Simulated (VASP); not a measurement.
# RbAgBr2: structure and properties in VASP, part 2 of 2

Aim: relax RbAgBr2, then compute properties on the relaxed cell. The cell is invented: it takes the structure of a Materials Project entry for RbBr (space group 221 there), with some of its atoms replaced by other elements, volume scaled by an estimate. It may not be a known or stable phase.

VASP 6.6.1, plane waves and PAW; the level of theory is named at each step.

So far, gap on the k-mesh (eV): step 2 (rough relaxation of the start cell) 1.72; step 3 (full relaxation (optB86b-vdW)) 1.76; step 6 (total and projected DOS (optB86b-vdW)) 1.77.

## Step 7: Band structure (r2SCAN)

This step: r2SCAN; plane waves and PAW (Ag, Rb_sv, Br); invented cell (VASP 6.6.1).

The mesh alone shows little of the dispersion and can miss band extrema, so KPOINTS_OPT adds a path through the symmetry points after the self-consistent cycle. r2SCAN adds the kinetic-energy density, costs more than a GGA and is run with LASPH.

INCAR reads:

```
SYSTEM = RbAgBr2
PREC = Accurate
ENCUT = 400
EDIFF = 1E-06
NELM = 100
ISMEAR = -1
SIGMA = 0.05
LREAL = .FALSE.
ALGO = Normal
METAGGA = R2SCAN
LASPH = .TRUE.
NBANDS = 31
LORBIT = 11
LWAVE = .FALSE.
LCHARG = .FALSE.
KPAR = 2
```

POSCAR reads:

```
RbAgBr2
1.0
    3.7516948035      0.0000000000      0.0000000000
    0.0000000000      3.7516948035      0.0000000000
    0.0000000000      0.0000000000      7.7717625749
Ag Rb Br
1 1 2
Direct
    0.0000000000      0.0000000000      0.5000000000
    0.0000000000      0.0000000000      0.0000000000
    0.5000000000      0.5000000000      0.7224232091
    0.5000000000      0.5000000000      0.2775767909
```

KPOINTS reads:

```
Automatic mesh
0
Gamma
6 6 3
0 0 0
```

KPOINTS_OPT reads:

```
Line mode
16
Line-mode
Reciprocal
  0.00000000   0.00000000   0.00000000 GAMMA
  0.00000000   0.50000000   0.00000000 X

  0.00000000   0.50000000   0.00000000 X
  0.50000000   0.50000000   0.00000000 M

  0.50000000   0.50000000   0.00000000 M
  0.00000000   0.00000000   0.00000000 GAMMA

  0.00000000   0.00000000   0.00000000 GAMMA
  0.00000000   0.00000000   0.50000000 Z

  0.00000000   0.00000000   0.50000000 Z
  0.00000000   0.50000000   0.50000000 R

  0.00000000   0.50000000   0.50000000 R
  0.50000000   0.50000000   0.50000000 A

  0.50000000   0.50000000   0.50000000 A
  0.00000000   0.00000000   0.50000000 Z

  0.00000000   0.50000000   0.00000000 X
  0.00000000   0.50000000   0.50000000 R

  0.50000000   0.50000000   0.00000000 M
  0.50000000   0.50000000   0.50000000 A
```

Potentials, in the order of the species: Ag, Rb_sv and Br (PBE family, release 64).

On the command line:

```
> mpirun -np 2 vasp_std
```

Elapsed: 5.6 min, on 2 MPI ranks of AMD EPYC 7R43, shared host; peak memory 0.37 GiB; 11 min of CPU time.

Numbers from this step:

- irreducible k-points: 20
- free energy (TOTEN): -65.9637 eV
- Fermi energy: 2.421 eV
- pressure: 0.8052 GPa
- least gap on mesh and path: 2.413 eV
- least direct gap on mesh and path: 2.542 eV
- valence top at k: 0, 0.5, 0.5

Electronic bands along the path, in eV, zero at the valence-band top; v1 is the highest filled band, c1 the lowest empty one:

```
          point     v4     v3     v2     v1    c1    c2    c3    c4
              Γ  -0.82  -0.82  -0.13  -0.13  2.41  5.68  5.90  6.24
0.53 of the way  -1.55  -0.43  -0.37  -0.22  3.75  5.62  7.21  7.40
              X  -1.61  -0.41  -0.33  -0.08  3.70  6.39  7.06  7.82
0.53 of the way  -1.22  -1.03  -0.78  -0.19  3.72  6.11  6.49  6.98
              M  -0.90  -0.86  -0.86  -0.43  3.07  6.27  6.53  6.53
0.47 of the way  -1.44  -1.06  -0.65  -0.48  3.87  6.78  7.29  7.80
              Γ  -0.82  -0.82  -0.13  -0.13  2.41  5.68  5.90  6.24
0.47 of the way  -0.87  -0.87  -0.09  -0.09  2.73  5.70  5.89  5.91
              Z  -0.91  -0.91  -0.05  -0.05  3.14  5.16  5.89  6.19
0.47 of the way  -1.39  -1.00  -0.46  -0.20  3.69  6.04  6.77  7.41
              R  -1.58  -0.54  -0.42   0.00  4.27  5.91  6.07  8.69
0.47 of the way  -1.40  -0.98  -0.80  -0.50  3.78  6.62  7.30  7.62
              A  -1.20  -0.70  -0.70  -0.54  3.38  5.14  5.99  5.99
0.47 of the way  -1.54  -0.90  -0.89  -0.53  4.13  6.80  7.31  7.82
              Z  -0.91  -0.91  -0.05  -0.05  3.14  5.16  5.89  6.19
      jump to X  -1.61  -0.41  -0.33  -0.08  3.70  6.39  7.06  7.82
0.47 of the way  -1.59  -0.47  -0.37  -0.04  3.91  6.22  6.53  8.32
              R  -1.58  -0.54  -0.42   0.00  4.27  5.91  6.07  8.69
      jump to M  -0.90  -0.86  -0.86  -0.43  3.07  6.27  6.53  6.53
0.47 of the way  -1.01  -0.79  -0.79  -0.49  3.19  5.72  6.25  6.25
              A  -1.20  -0.70  -0.70  -0.54  3.38  5.14  5.99  5.99
```

Of the projections kept (Ag, Rb, Br), the largest for each band there; the rest of the weight can lie on other orbitals:

```
point       v4       v3       v2       v1       c1       c2       c3       c4
    Γ  Br 0.97  Br 0.97  Br 0.72  Br 0.72  Ag 0.63  Rb 0.54  Rb 0.88  Ag 0.50
    X  Ag 0.94  Br 0.75  Br 1.00  Br 0.72  Ag 0.68  Ag 0.49  Rb 0.48  Rb 0.59
    M  Ag 0.69  Ag 0.67  Ag 0.67  Br 1.00  Ag 0.90  Ag 0.63  Ag 0.54  Ag 0.54
    Γ  Br 0.97  Br 0.97  Br 0.72  Br 0.72  Ag 0.63  Rb 0.54  Rb 0.88  Ag 0.50
    Z  Br 0.98  Br 0.98  Br 0.74  Br 0.74  Ag 0.58  Ag 0.39  Rb 0.90  Rb 0.53
    R  Ag 0.93  Br 0.68  Br 0.99  Br 0.74  Ag 0.68  Rb 0.79  Ag 0.38  Rb 0.44
```

The gap moves by +0.67 eV against optB86b-vdW.

The path shows an indirect gap of 2.41 eV (valence top at R, conduction bottom at Γ). The least direct gap is 2.54 eV.

## Step 8: Zone-centre phonons (optB86b-vdW)

This step: optB86b-vdW; plane waves and PAW (Ag, Rb_sv, Br); invented cell (VASP 6.6.1).

Zone-centre modes test whether the atoms sit at a minimum within this cell. IBRION = 6 takes the force constants from differences of forces between displaced cells, so the forces must be tight.

INCAR reads:

```
SYSTEM = RbAgBr2
PREC = Accurate
ENCUT = 400
EDIFF = 1E-08
NELM = 100
ISMEAR = -1
SIGMA = 0.05
LREAL = .FALSE.
ALGO = Normal
GGA = MK
AGGAC = 0
LUSE_VDW = .TRUE.
PARAM1 = 0.1234
PARAM2 = 1
LASPH = .TRUE.
NBANDS = 23
LORBIT = 11
LWAVE = .FALSE.
LCHARG = .FALSE.
KPAR = 2
IBRION = 6
NFREE = 2
POTIM = 0.015
ISIF = 2
NSW = 1
```

POSCAR is that of step 7.

KPOINTS is that of step 7.

On the command line:

```
> mpirun -np 2 vasp_std
```

Wall time 9.4 min (2 MPI ranks); peak memory 0.86 GiB.

The last energy, forces, stress and levels in OUTCAR belong to the last displaced cell, not to the cell of POSCAR.

This step gave:

| Property | Result |
| --- | --- |
| bands | 23 |
| pressure of the cell | -0.01015 GPa |
| largest force of the cell | 0.009370 eV/Å |

Transverse limit, no LO-TO splitting. Modes at Γ, with each element's share of the kinetic energy (negative means imaginary):

```
mode  frequency (cm⁻¹)  symmetry  Ag %  Rb %  Br %
   1             -29.9        Eu    66    10    24
   2             -29.9        Eu    66    10    24
   3             -19.9        Eg     0     0   100
   4             -19.9        Eg     0     0   100
   5              -0.4  acoustic    30    24    46
   6               1.1  acoustic    34    23    43
   7               1.1  acoustic    34    23    43
   8              57.7       A2u    58     0    42
   9              87.4        Eu     0    67    33
  10              87.4        Eu     0    67    33
  11             110.1       A2u    12    76    12
  12             133.6       A1g     0     0   100
```

Displacements in mode 1 (-29.9 cm⁻¹), the largest set to 1:
```
Ag1 -1.00 -0.41  0.00
Rb2  0.43  0.18  0.00
Br3  0.50  0.20  0.00
Br4  0.50  0.20  0.00
```

Displacements in mode 3 (-19.9 cm⁻¹), the largest set to 1:
```
Ag1  0.00  0.00  0.00
Rb2  0.00  0.00  0.00
Br3 -0.22  1.00  0.00
Br4  0.22 -1.00  0.00
```

The three acoustic modes lie within 1.1 cm⁻¹ of zero, but 4 optical modes are imaginary, so the cell is a saddle point and not a minimum. By the characters of their eigenvectors the optical modes sort into (cm⁻¹) Raman active: Eg 20i, A1g 134; infrared active: Eu 30i, A2u 58, Eu 87, A2u 110. With a centre of inversion no mode is active in both.

## Step 9: Core-level energies (optB86b-vdW)

Core levels shift with the potential at each site, so they tell like atoms on unlike sites apart.

INCAR: that of step 8 with these lines changed.

```diff
@@ -3,3 +3,3 @@
 ENCUT = 400
-EDIFF = 1E-08
+EDIFF = 1E-06
 NELM = 100
@@ -20,6 +20,2 @@
 KPAR = 2
-IBRION = 6
-NFREE = 2
-POTIM = 0.015
-ISIF = 2
-NSW = 1
+ICORELEVEL = 1
```

POSCAR is that of step 8.

KPOINTS is that of step 8.

On the command line:

```
> mpirun -np 2 vasp_std
```

Run time: 47 s. Hardware: 2 MPI ranks; peak memory 0.73 GiB; 93 s of CPU time.

These are scalar-relativistic Kohn-Sham levels of the ground state, with no core hole, so they are not binding energies.

This step gave:

* SCF cycles: 13
* free energy (TOTEN): -2.112 eV
* Fermi energy: 2.434 eV
* pressure: -0.02301 GPa
* valence top at k: 0.5, 0, 0.3333
* gap on the k-mesh: 1.758 eV
* least direct gap on the k-mesh: 1.873 eV

Kohn-Sham core levels. Core levels, by row:

```
atom  shell  level below the valence-band top (eV)
 Ag1     1s                                  25319
 Ag1     2s                                   3723
 Ag1     2p                                   3338
 Ag1     3s                                  677.9
 Ag1     3p                                  551.6
 Ag1     3d                                  352.7
 Ag1     4s                                  89.34
 Ag1     4p                                  52.86
 Rb2     1s                                  15025
 Rb2     2s                                   2001
 Rb2     2p                                   1773
 Rb2     3s                                  291.3
 Rb2     3p                                  218.2
 Rb2     3d                                  97.31
 Br3     1s                                  13308
 Br3     2s                                   1725
 Br3     2p                                   1520
 Br3     3s                                  230.2
 Br3     3p                                  165.7
 Br3     3d                                  58.92
 Br4     1s                                  13308
 Br4     2s                                   1725
 Br4     2p                                   1520
 Br4     3s                                  230.2
 Br4     3p                                  165.7
 Br4     3d                                  58.92
```

Atoms of one element give levels within 0.1 eV of each other.

## Step 10: Relaxing the atoms (optB86b-vdW), changed input

With the cell held (ISIF = 2), the atoms move to where the forces vanish. Some settings are moved from the usual, to see what they do.

INCAR: that of step 9 with these lines changed.

```diff
@@ -1,3 +1,3 @@
 SYSTEM = RbAgBr2
-PREC = Accurate
+PREC = Normal
 ENCUT = 400
@@ -20,2 +20,5 @@
 KPAR = 2
-ICORELEVEL = 1
+IBRION = 1
+NSW = 60
+ISIF = 2
+EDIFFG = -0.01
```

POSCAR is that of step 9.

KPOINTS is that of step 9.

On the command line:

```
> mpirun -np 2 vasp_std
```

Elapsed: 36 s, on 2 MPI ranks; peak memory 0.51 GiB.

PREC = Normal changes the FFT grids.

No atom moved by 0.005 Å in the relaxation.

This step gave:

```yaml
fermi_energy: 2.437 eV
pressure: -0.01128 GPa
scf_cycles_over_all_ionic_steps: 16
```

It ends with a largest force of 0.008 eV/Å.

## Step 11: Outcome

| Quantity | Value |
| --- | --- |
| relaxed volume | 27.35 Å³/atom |
| relaxed conventional cell a, b, c | 3.752, 3.752, 7.772 Å |
| space group after relaxing, within 0.02 Å | P4/mmm (No. 123) |
| band gap | 1.74 eV, indirect (least direct gap of that run 1.87 eV) |
| gap among the points of the DOS mesh alone, an upper bound | 1.77 eV |
| band gap (r2SCAN) | 2.41 eV, indirect (least direct gap of that run 2.54 eV) |
| highest zone-centre mode | 134 cm⁻¹ |
| imaginary zone-centre modes | 4, down to 30i cm⁻¹ |
| shallowest level of the frozen cores | Ag1 4p, 52.9 eV deep |

In words: With optB86b-vdW, RbAgBr2 relaxes to 27.35 Å³/atom in space group P4/mmm (held by the symmetry of the run) and has an indirect gap of 1.74 eV. Bands along the symmetry lines (optB86b-vdW): On this path the gap is indirect, 1.74 eV, with the valence top at R and the conduction bottom at Γ. The least direct gap is 1.87 eV. Band structure (r2SCAN): The path shows an indirect gap of 2.41 eV (valence top at R, conduction bottom at Γ). The least direct gap is 2.54 eV. Zone-centre phonons (optB86b-vdW): The highest mode in this list at Γ, 133.6 cm⁻¹, is mostly motion of Br (100 % of the kinetic energy). 4 modes are imaginary, down to 29.9i cm⁻¹: the energy falls along them. The other levels ran on the cell relaxed with optB86b-vdW, and without spin-orbit coupling unless named. Semilocal functionals usually underestimate gaps. Spin-orbit coupling is left out; it would split some degenerate bands. Imaginary modes at Γ mean that the cell would distort to a lower symmetry. No search among competing phases was made. All values are for a static lattice at zero temperature.

[Lines on the potential files, build, host, timing and source positions are cut from VASP's logs without a mark.]

[Logs are printed without paths, hosts, clocks, repeated set-up lines and the standing remarks that a program may print on its own settings, such as how far it seeks lower states.]

[Hosts, paths, dates, database ids (printed as entryN), source tags and the programs' standing remarks are cut or masked in the printed files.]

[A measured line is paired with the nearest computed mode of its activity, which favours agreement.]
